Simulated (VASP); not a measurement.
TiOs3: energy against volume and a worked fit

The structure is cubic, space group Pm-3m (No. 221). The conventional cell has a = 3.888 Å, b = 3.888 Å, c = 3.888 Å, α = 90.00°, β = 90.00°, γ = 90.00°. Os (site symmetry 4/mmm) has 8 Os at 2.75 Å and 4 Ti at 2.75 Å as nearest neighbours. Ti (site symmetry m-3m) has 12 Os at 2.75 Å as nearest neighbours.

The cell comes from a database or a generator and needn't be the stable form of this composition.

The cell was scaled at fixed shape and fractions and run with VASP, PBE PAW files Os, Ti_sv, 520 eV; PBE, k mesh 7 × 7 × 7 on the cell of 4 atoms, fermi-dirac occupations of 0.05 eV, no spin polarisation, no spin-orbit coupling. Energies are those that the program minimises, any entropy of the smearing included. For a metal such a mesh isn't converged to the digits shown.

```tsv
V (Å³/atom)	energy over the lowest row (meV/atom)
13.8088	49.45
14.1027	?
14.3965	3.50
14.6903	0.00
14.9841	7.62
15.2779	25.16
15.5717	51.59
```

Task: Fit the third-order Birch-Murnaghan form, give V0, B0 and B′, and predict the energy left open.

Result: With y = (V0/V)^(2/3), E = E0 + (9 V0 B0/16) [(y - 1)³ B′ + (y - 1)² (6 - 4y)]. Least squares through the rows shown give V0 = 14.6311 Å³/atom, E0 = -0.23 meV, B0 = 308.9 GPa (1 eV/Å³ = 160.218 GPa) and B′ = 4.66, with a largest miss of 0.01 meV. At V = 14.1027 the form with these constants gives 19.49 meV; the run gave 19.49 meV an atom.
